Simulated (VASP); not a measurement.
A convergence study with VASP on Cu₂O (cuprite): one setting is varied, all else stays as given below, so the limit is that of these other settings. Each run relaxes cell and ions from the cell shown. The basis is that of the starting cell, so low cut-offs carry a Pulay error.

```xyz
6
Lattice="4.2700 0.0000 0.0000 0.0000 4.2700 0.0000 0.0000 0.0000 4.2700" Properties=species:S:1:pos:R:3 pbc="T T T"
Cu     3.2025     1.0675     3.2025
Cu     1.0675     3.2025     3.2025
Cu     3.2025     3.2025     1.0675
Cu     1.0675     1.0675     1.0675
O      0.0000     0.0000     0.0000
O      2.1350     2.1350     2.1350
```

Method: PBEsol GGA, VASP's PBE PAW potentials (set 64) (plane waves; VASP). The tightest run used: 800 eV cut-off, 4×4×4 Γ-centred mesh, Gaussian smearing of 0.050 eV, potentials Cu O.

Gaps are read on the run's mesh, which can miss a band edge.

| setting | relaxed volume (Å³/atom) | E (eV/atom) | gap on the mesh (eV) | plane waves |
|---|---|---|---|---|
| ENCUT = 250 | 10.612 | -5.5609 | 0.445 | 739 |
| ENCUT = 300 | 11.561 | -5.1429 | 0.760 | 928 |
| ENCUT = 350 | 12.118 | -5.0382 | 0.643 | 1189 |
| ENCUT = 400 | 12.414 | -5.0057 | 0.589 | 1432 |

Q: These are the cheaper rows. Estimate the results at ENCUT = 800, and how far the last row shown lies from them.

A: 
```tsv
quantity	tightest run	last row shown is off by
relaxed volume (Å³/atom)	12.651	-0.237
E (eV/atom)	-4.9941	-0.0116
gap on the mesh (eV)	0.547	0.042
```

Left out are rungs that failed or repeat a setting and relaxations that didn't move; long series are thinned to 24 rows.

The compound is Cu2O in the cuprite structure.
